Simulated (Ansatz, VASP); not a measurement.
# H19C13O12 (amorphous polycarbonate of ethylene at 300 K): VASP beside Ansatz

Aim: how closely do two programs agree when they are given the same cell, functional and k mesh? Of the first pair: The structure shown is the start of the Ansatz relaxation below; VASP solves that cell, so the two are compared at the walk's first step.

Main program and level: Ansatz 0.2.0; plane waves, with VASP 6.6.1 beside it; PBE with D3(BJ).

### Step 1. Starting point

The cell holds 176 atoms: 52 C, 48 O and 76 H. Cell: a = 11.729 Å, b = 11.729 Å, c = 11.729 Å, α = 90.0°, β = 90.0°, γ = 90.0°. As first built, before any earlier steps moved the atoms or strained the cell (in the runner's words): 2 polycarbonate of ethylene chains of 8 units placed at random, at 1.51 g/cm^3; overlaps pushed apart, then 20 ps at 800 K with MMFF94 bonds, angles, torsions, charges and radii (Halgren, J. Comput. Chem. 17, 490 (1996)) in harmonic and 12-6 forms; charges of ions scaled by 0.8. Snapshot after 30 ps at 300 K and fixed volume. The cell carries charge +1.

### Step 2. Ansatz: relaxation, PBE with D3(BJ)

Ansatz runs on its default PAW (the set named soft_2) files.

The two programs are compared at the cell with which this relaxation starts, whose forces are those of its first step.

Contents of input.yaml:

```yaml
crystal:
  lattice:
    - [11.72878, 0.0, 0.0]
    - [0.0, 11.72878, 0.0]
    - [0.0, 0.0, 11.72878]
  atoms:
    - { symbol: C, position: [0.08156, 0.52236, 0.98334] }
    - { symbol: O, position: [0.03485, 0.5973, 0.07028] }
    - { symbol: C, position: [0.10948, 0.63683, 0.14795] }
    - { symbol: O, position: [0.2119, 0.62305, 0.14729] }
    - { symbol: O, position: [0.0501, 0.69364, 0.22778] }
    - { symbol: C, position: [0.11706, 0.74595, 0.31746] }
    - { symbol: C, position: [0.04225, 0.75742, 0.42124] }
    - { symbol: O, position: [0.03703, 0.64732, 0.47589] }
    - { symbol: C, position: [0.95151, 0.63073, 0.54971] }
    - { symbol: O, position: [0.87607, 0.69795, 0.57361] }
    - { symbol: O, position: [0.96488, 0.525, 0.59147] }
    - { symbol: C, position: [0.88521, 0.49196, 0.67874] }
    - { symbol: C, position: [0.76705, 0.4642, 0.63178] }
    - { symbol: O, position: [0.73261, 0.34577, 0.63771] }
    - { symbol: C, position: [0.78896, 0.27182, 0.56998] }
    - { symbol: O, position: [0.88114, 0.28706, 0.52582] }
    - { symbol: O, position: [0.72134, 0.17968, 0.55905] }
    - { symbol: C, position: [0.76244, 0.08962, 0.48556] }
    - { symbol: C, position: [0.81062, 0.98994, 0.55104] }
    - { symbol: O, position: [0.92645, 0.01132, 0.58736] }
    - { symbol: C, position: [0.93574, 0.06244, 0.68953] }
    - { symbol: O, position: [0.85803, 0.08609, 0.75399] }
    - { symbol: O, position: [0.04639, 0.08318, 0.70858] }
    - { symbol: C, position: [0.06425, 0.14485, 0.81349] }
    - { symbol: C, position: [0.18835, 0.17359, 0.82545] }
    - { symbol: O, position: [0.2342, 0.23189, 0.7269] }
    - { symbol: C, position: [0.20182, 0.34087, 0.71496] }
    - { symbol: O, position: [0.13854, 0.39331, 0.77827] }
    - { symbol: O, position: [0.25306, 0.38058, 0.62054] }
    - { symbol: C, position: [0.23609, 0.5002, 0.59617] }
[... 140 atom lines left out ...]
    - { symbol: H, position: [0.16441, 0.40869, 0.17254] }
    - { symbol: H, position: [0.10787, 0.49791, 0.37019] }
    - { symbol: H, position: [0.09314, 0.35592, 0.41821] }
    - { symbol: H, position: [0.96088, 0.47101, 0.22394] }
    - { symbol: H, position: [0.94862, 0.32396, 0.25845] }
    - { symbol: H, position: [0.90649, 0.42843, 0.35849] }
total_charge: 1
kpoints:
  mp_grid: { grid: [1, 1, 1] }
hamiltonian:
  xc: pbe
  dispersion: d3bj
scf:
  occupations: { method: fermi_dirac, width: 0.01 }
  lower_state_search: "off"
output:
  forces: true
magnetization:
  spin_polarized: true
  initial_magnetization: 1
relax:
  f_tol: 0.05
  max_steps: 90
```

Started as:

```
ansatz run input.yaml --threads 4 --pin off --max-ram 8192MiB --backend cpu --events-out ev --progress --plain --runs-dir out
```

Numbers of over 12 decimals in the logs are rounded to 6 here.

What it wrote:

```text
Engine: ansatz 0.2.0, x86_64-unknown-linux-gnu
Pseudopotentials: kind: paw
Pseudopotential: C, paw, valence charge 4, recommended cutoff 420 eV (normal), C.paw.azcp
Pseudopotential: O, paw, valence charge 6, recommended cutoff 420 eV (normal), O.paw.azcp
Pseudopotential: H, paw, valence charge 1, recommended cutoff 420 eV (normal), H.paw.azcp
Functional definition: PBE
  parameter kappa = 0.804
  parameter beta = 0.066725
  exchange = pbe_x(kappa = kappa, mu = beta*pi^2/3)
  correlation = pbe_c(beta = beta)
Crystal: 176 atoms, lattice volume = 1613.461 Å³
Basis set: ecut = 420 eV, 31463 PW (Γ), exchange–correlation on 160×160×160 points (8 copies of the dense FFT grid, shifted against one another)
Bands: 462, of which v1, the nominal top of the filled ones, is band 286 counted from 1 (285 counted from 0)
Symmetry: 1 space group operations
Space group: P1 (ITA 1), of the structure as read, at distance tolerance 1.2e-4 Å
Magnetic group: BNS 1.1 (UNI 1), of the structure as read, at distance tolerance 1.2e-4 Å
k-points: 1
Non-local potential: C, projectors of the file, l = 0: 2, l = 1: 2, l = 2: 1
Non-local potential: O, projectors of the file, l = 0: 2, l = 1: 2, l = 2: 1
Non-local potential: H, projectors of the file, l = 0: 2, l = 1: 1
PAW form: soft (Blöchl's): semilocal exchange-correlation on the pseudo side does not see the compensation charge
PAW one-centre angular grid: C, 110 points (default); XC on 64 Gauss nodes
PAW one-centre angular grid: O, 110 points (default); XC on 64 Gauss nodes
PAW one-centre angular grid: H, 110 points (default); XC on 64 Gauss nodes
Initial density: superposition of atomic densities (chi_scale 0.1, normalization cell, long waves kept (reshape's long-wave potential 0.99 eV rms))
Starting moments: Σ|m| = 1 μB on 176 of 176 sites
Initial wavefunctions: pseudopotential atomic-orbital guess
Functional: x = pbe(κ = 0.804, μ = 0.219515), c = pbe(β = 0.066725)
SCF iter   1: F=—  HF=-41573.541630 eV  |F-HF|=—  |Δ(HF+E_count)|=         —  Δρ=6.48e-2 (↑6.41e-2 ↓6.48e-2)  dr2=2.78e2  dr2_m=4.32e-1  M=1.000 μB ∫|m|=1.046 μB  β_m=1.00  ethr=3.10e-3  ⟨swp⟩=6.0  Hψ=3674  notcnv=0  defer=224
preconditioner: auto → Kerker (q_TF=auto, 2.295 Å⁻¹)  [metal: Δε(μ)=0.021 eV  Ē_g=17.531 eV  σ=0.010 eV  W_gap=0.49  n_scr=340 (ndim 8)  ℏωp=22.1 eV  f_vac=0.070  D(μ)=38.24/eV (n_scr^D=250)]
spin=Collinear: Kerker preconditioning applied to the charge; magnetization (m = ρ↑ − ρ↓) channel mixes plain (no charge-response kernel on spin).
SCF iter   2: F=—  HF=-41532.087494 eV  |F-HF|=—  |Δ(HF+E_count)|=         —  Δρ=4.60e-2 (↑4.47e-2 ↓4.60e-2)  dr2=1.48e2  dr2_m=3.59e-1  M=0.174 μB ∫|m|=0.345 μB  β_m=0.30  ethr=3.10e-3  ⟨swp⟩=2.0  Hψ=1587  notcnv=0  defer=340
Mixer restart at iter 2: flushing history
SCF iter   3: F=—  HF=-41511.423759 eV  |F-HF|=—  |Δ(HF+E_count)|=    2.07e1  Δρ=3.49e-2 (↑3.26e-2 ↓3.49e-2)  dr2=8.77e1  dr2_m=5.81e-1  M=1.000 μB ∫|m|=1.077 μB  β_m=0.30  ethr=3.10e-3  ⟨swp⟩=3.0  Hψ=1074  notcnv=0  defer=340
SCF iter   4: F=—  HF=-41490.402164 eV  |F-HF|=—  |Δ(HF+E_count)|=    2.10e1  Δρ=2.35e-2 (↑1.59e-2 ↓2.35e-2)  dr2=3.31e1  dr2_m=8.57e-1  M=0.924 μB ∫|m|=1.072 μB  β_m=0.30  ethr=3.10e-3  ⟨swp⟩=3.0  Hψ=1647  notcnv=0  defer=342
SCF iter   5: F=—  HF=-41483.501396 eV  |F-HF|=—  |Δ(HF+E_count)|=    6.90e0  Δρ=1.38e-2 (↑1.04e-2 ↓1.38e-2)  dr2=1.17e1  dr2_m=1.86e-1  M=0.484 μB ∫|m|=0.613 μB  β_m=0.30  ethr=3.10e-3  ⟨swp⟩=4.0  Hψ=1078  notcnv=0  defer=342
SCF iter   6: F=—  HF=-41482.828423 eV  |F-HF|=—  |Δ(HF+E_count)|=   6.73e-1  Δρ=1.21e-2 (↑7.45e-3 ↓1.21e-2)  dr2=9.79e0  dr2_m=2.80e-1  M=0.974 μB ∫|m|=1.082 μB  β_m=0.30  ethr=2.06e-3  ⟨swp⟩=2.0  Hψ=1113  notcnv=0  defer=342
SCF iter   7: F=—  HF=-41482.213708 eV  |F-HF|=—  |Δ(HF+E_count)|=   6.15e-1  Δρ=1.41e-2 (↑5.13e-3 ↓1.41e-2)  dr2=8.01e0  dr2_m=5.41e-1  M=0.997 μB ∫|m|=1.124 μB  β_m=0.30  ethr=1.72e-3  ⟨swp⟩=3.5  Hψ=1092  notcnv=0  defer=342
SCF iter   8: F=—  HF=-41481.987650 eV  |F-HF|=—  |Δ(HF+E_count)|=   2.26e-1  Δρ=8.59e-3 (↑3.74e-3 ↓8.59e-3)  dr2=4.69e0  dr2_m=1.99e-1  M=0.881 μB ∫|m|=1.040 μB  β_m=0.30  ethr=1.40e-3  ⟨swp⟩=3.0  Hψ=1336  notcnv=0  defer=338
SCF iter   9: F=—  HF=-41481.836934 eV  |F-HF|=—  |Δ(HF+E_count)|=   1.51e-1  Δρ=6.50e-3 (↑3.20e-3 ↓6.50e-3)  dr2=3.28e0  dr2_m=8.35e-2  M=0.984 μB ∫|m|=1.101 μB  β_m=0.30  ethr=8.21e-4  ⟨swp⟩=3.5  Hψ=613  notcnv=0  defer=338
SCF iter  10: F=—  HF=-41481.763480 eV  |F-HF|=—  |Δ(HF+E_count)|=   7.35e-2  Δρ=9.61e-3 (↑4.22e-3 ↓9.61e-3)  dr2=5.01e0  dr2_m=2.02e-1  M=0.453 μB ∫|m|=0.616 μB  β_m=0.30  ethr=5.74e-4  ⟨swp⟩=2.5  Hψ=1076  notcnv=0  defer=339
SCF iter  11: F=—  HF=-41481.802188 eV  |F-HF|=—  |Δ(HF+E_count)|=   3.87e-2  Δρ=1.10e-2 (↑3.80e-3 ↓1.10e-2)  dr2=4.89e0  dr2_m=2.50e-1  M=0.617 μB ∫|m|=0.762 μB  β_m=0.30  ethr=5.74e-4  ⟨swp⟩=4.0  Hψ=626  notcnv=0  defer=339
[...]
- { symbol: H, position: [0.157773, 0.529692, 0.638995] }
    - { symbol: H, position: [0.221536, 0.505595, 0.502783] }
    - { symbol: H, position: [0.332730, 0.653092, 0.589455] }
    - { symbol: H, position: [0.415886, 0.524758, 0.601530] }
    - { symbol: H, position: [0.581929, 0.556435, 0.957702] }
    - { symbol: H, position: [0.492820, 0.447187, 0.016381] }
    - { symbol: H, position: [0.393229, 0.602972, 0.134173] }
    - { symbol: H, position: [0.536578, 0.569742, 0.172738] }
    - { symbol: H, position: [0.523276, 0.960040, 0.300541] }
    - { symbol: H, position: [0.577925, 0.053891, 0.192875] }
    - { symbol: H, position: [0.388342, 0.119005, 0.258984] }
    - { symbol: H, position: [0.327112, 0.982820, 0.222710] }
    - { symbol: H, position: [0.557916, 0.281962, 0.932418] }
    - { symbol: H, position: [0.455429, 0.297034, 0.820681] }
    - { symbol: H, position: [0.645503, 0.206710, 0.760601] }
    - { symbol: H, position: [0.612594, 0.090497, 0.848737] }
    - { symbol: H, position: [0.426288, 0.067322, 0.733377] }
    - { symbol: H, position: [0.479089, 0.170901, 0.637215] }
    - { symbol: H, position: [0.552308, 0.038688, 0.654809] }
    - { symbol: C, position: [0.800655, 0.706694, 0.165812] }
    - { symbol: O, position: [0.750875, 0.779781, 0.251663] }
    - { symbol: C, position: [0.688512, 0.724097, 0.329915] }
    - { symbol: O, position: [0.683200, 0.621335, 0.341947] }
    - { symbol: O, position: [0.631450, 0.802581, 0.391279] }
    - { symbol: C, position: [0.546067, 0.754312, 0.466842] }
    - { symbol: C, position: [0.596965, 0.712212, 0.576167] }
    - { symbol: O, position: [0.626689, 0.810075, 0.644375] }
    - { symbol: C, position: [0.661210, 0.784797, 0.749566] }
    - { symbol: O, position: [0.666058, 0.689986, 0.791960] }
    - { symbol: O, position: [0.691733, 0.882890, 0.800380] }
    - { symbol: C, position: [0.764236, 0.867777, 0.898792] }
    - { symbol: C, position: [0.868234, 0.797832, 0.864711] }
    - { symbol: O, position: [0.965850, 0.838622, 0.927947] }
    - { symbol: C, position: [0.064991, 0.793490, 0.891101] }
    - { symbol: O, position: [0.076191, 0.736433, 0.805362] }
    - { symbol: O, position: [0.146284, 0.821511, 0.966827] }
    - { symbol: C, position: [0.257773, 0.774092, 0.941479] }
    - { symbol: C, position: [0.334921, 0.864332, 0.892388] }
    - { symbol: O, position: [0.277461, 0.919196, 0.798731] }
    - { symbol: C, position: [0.311534, 0.896237, 0.692118] }
    - { symbol: O, position: [0.385193, 0.829298, 0.663562] }
    - { symbol: O, position: [0.249650, 0.962961, 0.623457] }
    - { symbol: C, position: [0.296424, 0.986495, 0.512226] }
    - { symbol: C, position: [0.214976, 0.066962, 0.455199] }
    - { symbol: O, position: [0.121977, 0.998812, 0.411010] }
    - { symbol: C, position: [0.047288, 0.056220, 0.347245] }
    - { symbol: O, position: [0.052052, 0.156660, 0.323535] }
    - { symbol: O, position: [0.966251, 0.982432, 0.311915] }
    - { symbol: C, position: [0.885979, 0.030747, 0.232061] }
    - { symbol: C, position: [0.939810, 0.034041, 0.114273] }
    - { symbol: O, position: [0.858190, 0.086941, 0.039117] }
    - { symbol: C, position: [0.880477, 0.195456, 0.010778] }
    - { symbol: O, position: [0.968901, 0.246781, 0.027356] }
    - { symbol: O, position: [0.787504, 0.236355, 0.957124] }
    - { symbol: C, position: [0.796017, 0.353206, 0.923214] }
    - { symbol: C, position: [0.802434, 0.435800, 0.022670] }
    - { symbol: O, position: [0.702080, 0.437754, 0.092765] }
    - { symbol: C, position: [0.697931, 0.361616, 0.178880] }
    - { symbol: O, position: [0.757848, 0.277682, 0.189239] }
    - { symbol: O, position: [0.617705, 0.395801, 0.250869] }
    - { symbol: C, position: [0.604111, 0.324291, 0.349857] }
    - { symbol: C, position: [0.540053, 0.393273, 0.437459] }
    - { symbol: O, position: [0.439165, 0.444480, 0.389471] }
    - { symbol: C, position: [0.358830, 0.371450, 0.352352] }
    - { symbol: O, position: [0.357763, 0.269264, 0.373286] }
    - { symbol: O, position: [0.284772, 0.430344, 0.291349] }
    - { symbol: C, position: [0.178156, 0.374561, 0.259014] }
    - { symbol: C, position: [0.086330, 0.410147, 0.342940] }
    - { symbol: C, position: [0.966685, 0.406234, 0.293669] }
    - { symbol: H, position: [0.840745, 0.632491, 0.205160] }
    - { symbol: H, position: [0.733508, 0.679851, 0.106550] }
    - { symbol: H, position: [0.864772, 0.758353, 0.122600] }
    - { symbol: H, position: [0.486204, 0.823724, 0.483229] }
    - { symbol: H, position: [0.501927, 0.684931, 0.422453] }
[...]
- { symbol: H, position: [0.518501, 0.339859, 0.511216] }
    - { symbol: H, position: [0.190849, 0.282256, 0.256220] }
    - { symbol: H, position: [0.161658, 0.406319, 0.172900] }
    - { symbol: H, position: [0.104813, 0.497926, 0.369309] }
    - { symbol: H, position: [0.091039, 0.356668, 0.419640] }
    - { symbol: H, position: [0.957846, 0.467635, 0.223601] }
    - { symbol: H, position: [0.945743, 0.321353, 0.261518] }
    - { symbol: H, position: [0.904005, 0.428269, 0.359374] }
```

Reading the cycles: dr2 is the Hartree energy of the density residual (eV), the measure of convergence; HF is the Harris–Foulkes estimate of the energy, which meets the free energy F at convergence.

### Step 3. VASP: single point, PBE with D3(BJ), start cell, pair 1

The same cell, functional, mesh and smearing now go to VASP, with its own data sets.

Lines of VASP's logs that name or quote its potential files are left out, and so is its time.

Contents of INCAR:

```
SYSTEM = H19C13O12
PREC = Accurate
ENCUT = 520
EDIFF = 1E-06
NELM = 200
ISMEAR = -1
SIGMA = 0.01
LREAL = Auto
ALGO = Normal
GGA = PE
IVDW = 12
NELECT = 571
NBANDS = 408
ISPIN = 2
MAGMOM = 0 -0 0 0 -0 0 0 -0 0 0 -0 0 0 -0 0 0 -0 0 0 -0 0 0 -0 0 0 0 0 -0 0 0 -0 0 0 -0 0 0 -0 0 0 -0 0 0 -0 0 0 -0 0 0 -0 0 0 0 0.01 0.02 0 0.01 0 0.01 0.01 0.01 0.01 0.01 0.04 0.01 0 0.02 0.01 0.01 0.01 0.01 0 0.01 0 0.01 0.01 0.01 0 0 0 0.01 0.01 0 0 0.01 0.01 0.01 0.01 0.01 0.01 0.02 0.01 0.01 0.01 0.03 0.02 0.03 0.01 0.01 0.03 0 0 0 0 0 0 0 0 0 0 0 0 0 0 0 0 0 0 0 0 0 0 0 0 0 0 0 -0 0 0 0 0 0 0 0 0 0 0 0 0 0 0 0 0 0 0 0 0 0 0 0 0 -0 0 0 0 0 0 0 0 0 0 0 0 0 0 0 0 0 0 0 0 0 0 0 0 0
LORBIT = 11
LWAVE = .FALSE.
LCHARG = .FALSE.
ISIF = 2
LASPH = .TRUE.
GGA_COMPAT = .FALSE.
```

Contents of POSCAR:

```
H19C13O12
1.0
   11.7287800000      0.0000000000      0.0000000000
    0.0000000000     11.7287800000      0.0000000000
    0.0000000000      0.0000000000     11.7287800000
C O H
52 48 76
Direct
    0.0815600600      0.5223561189      0.9833418309
    0.1094828277      0.6368266776      0.1479523019
    0.1170624737      0.7459514118      0.3174584228
    0.0422465082      0.7574189302      0.4212373324
    0.9515141387      0.6307305619      0.5497076422
    0.8852071571      0.4919608007      0.6787406704
    0.7670533508      0.4642000276      0.6317792643
    0.7889567372      0.2718185523      0.5699825557
    0.7624407654      0.0896171639      0.4855577477
    0.8106213946      0.9899409828      0.5510377038
    0.9357409722      0.0624361613      0.6895261059
    0.0642522070      0.1448488249      0.8134861426
    0.1883486603      0.1735900921      0.8254481711
    0.2018197971      0.3408709175      0.7149592711
    0.2360859356      0.5001969514      0.5961660122
    0.3401376784      0.5671263337      0.6285905269
    0.4291239157      0.5407126743      0.8098199472
    0.4995830768      0.5380610771      0.9991405756
    0.4818659741      0.6043083765      0.1072916365
    0.4833068742      0.7987702046      0.1630774897
    0.5133526249      0.9910834716      0.2147708457
    0.3959832139      0.0439090852      0.2040621446
    0.4355440208      0.1624465631      0.0469187759
    0.5019618409      0.2338265361      0.8691611574
    0.5725829967      0.1579703942      0.7926314587
    0.5031810640      0.1056972677      0.6962275701
    0.8015326402      0.7059813553      0.1658313993
    0.6901399805      0.7229140627      0.3304776797
    0.5469537326      0.7523970950      0.4667834165
    0.5977774329      0.7109690863      0.5763941348
[... 140 atom lines left out ...]
    0.1644075513      0.4086870075      0.1725413896
    0.1078714069      0.4979119738      0.3701919552
    0.0931384168      0.3559193710      0.4182105897
    0.9608842522      0.4710123304      0.2239363344
    0.9486238125      0.3239637882      0.2584497279
    0.9064881428      0.4284333068      0.3584857078
```

Contents of KPOINTS:

```
Automatic mesh
0
Gamma
1 1 1
0 0 0
```

The projector-augmented-wave data sets are C, O and H (PBE family, release 64).

Started as:

```
export OMP_NUM_THREADS=3
mpirun -np 1 vasp_gam
```

What it wrote:

```text
[banner, memory and clock lines left out]
running    1 mpi-ranks, on    1 nodes
[...]
Offloading initialized ...    1 GPUs detected
[...]
LDA part: xc-table for (Slater+PW92), standard interpolation
 POSCAR, INCAR and KPOINTS ok, starting setup
[...]
entering main loop
       N       E                     dE             d eps       ncg     rms          rms(c)
DAV:   1     0.464228366073E+04    0.46423E+04   -0.32711E+05  1664   0.136E+03
DAV:   2    -0.678925797720E+03   -0.53212E+04   -0.50606E+04  2024   0.334E+02
DAV:   3    -0.113453898098E+04   -0.45561E+03   -0.45072E+03  2000   0.101E+02
DAV:   4    -0.114433559192E+04   -0.97966E+01   -0.97516E+01  2016   0.159E+01
DAV:   5    -0.114458742429E+04   -0.25183E+00   -0.25147E+00  2032   0.239E+00BRMIX: very serious problems
 the old and the new charge density differ
 old charge density:   572.00000 new  571.00000
    0.570E+01
DAV:   6    -0.108025792680E+04    0.64329E+02   -0.14427E+02  1920   0.198E+01    0.286E+01
DAV:   7    -0.107239250028E+04    0.78654E+01   -0.46397E+01  2088   0.101E+01    0.154E+01
DAV:   8    -0.107015208234E+04    0.22404E+01   -0.87006E+00  2168   0.610E+00    0.731E+00
DAV:   9    -0.106996731613E+04    0.18477E+00   -0.70979E+00  2200   0.410E+00    0.465E+00
[...]
DAV:  28    -0.106979698707E+04    0.64039E-05   -0.41016E-05  2000   0.120E-02    0.197E-02
DAV:  29    -0.106979698795E+04   -0.87877E-06   -0.20717E-05  1920   0.749E-03    0.199E-02
DAV:  30    -0.106979698739E+04    0.55961E-06   -0.72096E-06  1512   0.460E-03
   1 F= -.10805553E+04 E0= -.10805477E+04  d E =-.152377E-01  mag=     0.9926
```

Parts of OUTCAR (step 3):

```text
 magnetization (x)
# of ion       s       p       d       tot
------------------------------------------
    1       -0.000   0.001   0.000   0.001
    2       -0.000  -0.002   0.000  -0.002
    3        0.000   0.001   0.000   0.001
    4        0.000   0.003   0.000   0.003
    5       -0.000  -0.001   0.000  -0.001
    6        0.000   0.003   0.000   0.003
[...]
174        0.001   0.000   0.000   0.001
  175        0.002   0.000   0.000   0.002
  176        0.000   0.000   0.000   0.000
--------------------------------------------------
tot          0.057   0.758   0.000   0.816
```

The run ends at a pressure of 1.24 GPa, with forces up to 0.77 eV/Å.

### Step 4. Differences

Known differences besides the potentials themselves: VASP starts from the moments at which Ansatz ended; the cutoff is 420 eV in Ansatz and 520 eV in VASP (PREC = Accurate, projectors in real space). Total energies have different zeros and are not compared.

Forces on 9 of the 176 atoms, those with the largest forces and the largest differences (eV/Å; atoms numbered as in POSCAR):

```tsv
atom	Ansatz x, y, z	VASP x, y, z
C2	-0.277, 0.041, 0.101	-0.591, 0.086, 0.099
C11	0.386, -0.124, -0.270	0.591, -0.193, -0.443
C14	0.204, -0.134, -0.207	0.380, -0.271, -0.386
C49	-0.058, 0.469, -0.179	-0.049, 0.738, -0.229
O54	0.116, 0.001, -0.021	0.596, -0.061, -0.028
O63	-0.187, 0.069, 0.089	-0.534, 0.176, 0.379
O90	0.008, 0.092, -0.008	0.035, 0.574, -0.136
O96	0.063, -0.088, -0.093	0.349, -0.474, -0.040
O99	0.013, -0.164, 0.056	0.005, -0.621, 0.142
```

The forces differ by 106 meV/Å r.m.s., which is 76.2 % of the r.m.s. force of 0.139 eV/Å (both taken over all components). Moments aren't recorded for both runs of this pair, so they may hold unlike magnetic states. The cell carries a charge of +1 e against a uniform background, so its pressure also hangs on how the neutralising background is counted, and in a defect's cell a gap may be the spacing between its levels.

### Step 5. Ansatz: relaxation, PBE with D3(BJ)

This run makes the geometry at which the two programs are then compared.

The structure compared here is the end of the Ansatz relaxation.

This is the run of step 2 again, met here at its other cell.

(Part 1 of 2 ends here.)

[Lines on the potential files, build, host, timing and source positions are cut from VASP's logs without a mark.]

[Logs are printed without paths, hosts, clocks, repeated set-up lines and the standing remarks that a program may print on its own settings, such as how far it seeks lower states.]

[Hosts, paths, dates, database ids (printed as entryN), source tags and the programs' standing remarks are cut or masked in the printed files.]

[The MMFF94 radii named for the starting cell were scaled by 0.96; in molecules described by MMFF94, hydrogen bound to N, O or S took a small fixed 12-6 site in their place.]
